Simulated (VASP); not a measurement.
Input:

```
BaTiO3
1.0
    3.99000     0.00000     0.00000
    0.00000     3.99000     0.00000
    0.00000     0.00000     4.04000
Ba Ti O
1 1 3
Direct
  0.00000   0.00000   0.00000
  0.50000   0.50000   0.51300
  0.50000   0.50000   0.97700
  0.00000   0.50000   0.48700
  0.50000   0.00000   0.48700
```

All values below come from PBE GGA, VASP's PBE PAW potentials (set 64) (plane waves; VASP). Run with 400 eV cut-off, 7×7×7 Γ-centred mesh, Fermi-Dirac smearing of 0.050 eV, potentials Ba_sv Ti_sv O.

At this cut-off the stress carries a Pulay error, which pulls relaxed volumes low.

Q: Which forces act on the atoms, in eV/Å?

A: 
```
atom     Fx     Fy      Fz
----  -----  -----  ------
Ba1   0.000  0.000  -0.012
Ti2   0.000  0.000   0.156
O3    0.000  0.000  -0.065
O4    0.000  0.000  -0.039
O5    0.000  0.000  -0.039
```

Q: Give the stress tensor in GPa (positive for a compressed cell).

A: 
```
-0.29   0.00   0.00
 0.00  -0.29   0.00
 0.00   0.00   0.09
```
The pressure is its mean diagonal, -0.17 GPa.

The structure is a typed BaTiO3 crystal. The cell was not relaxed at this level.
